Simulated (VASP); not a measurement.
Runs of VASP 6.6.1 on ScAl3. It takes space group Pm-3m (No. 221, cubic). The conventional cell has a = 4.073 Å, b = 4.073 Å, c = 4.073 Å, α = 90.00°, β = 90.00°, γ = 90.00°. Sc (site symmetry m-3m) has 12 Al at 2.88 Å as nearest neighbours. Around Al (site symmetry 4/mmm) lie 4 Sc at 2.88 Å and 8 Al at 2.88 Å. The cell is a database's computed one.

```csv
level,k mesh,cutoff (eV),smearing,gap on the mesh (eV),pressure (GPa)
r2SCAN,10 × 10 × 10,520,gaussian 0.1 eV,none,(a)
PBEsol,16 × 16 × 16,520,gaussian 0.1 eV,none,0.0
PBEsol,10 × 10 × 10,900,gaussian 0.1 eV,none,0.0
PBEsol,10 × 10 × 10,520,gaussian 0.5 eV,none,0.3
PBEsol,10 × 10 × 10,700,gaussian 0.1 eV,none,0.0
```

Alike in all rows: task single point; potentials or basis VASP PAW PBE potentials, release 64 (Sc_sv, Al); no spin polarisation; cell as given.

Task: Fill in the values left out.

Result: (a) 0.9.

Caveats: the PAW data sets were made with another functional, which shifts forces and pressure a little.

A gap of «none» marks a metal or a gap under the smearing width.
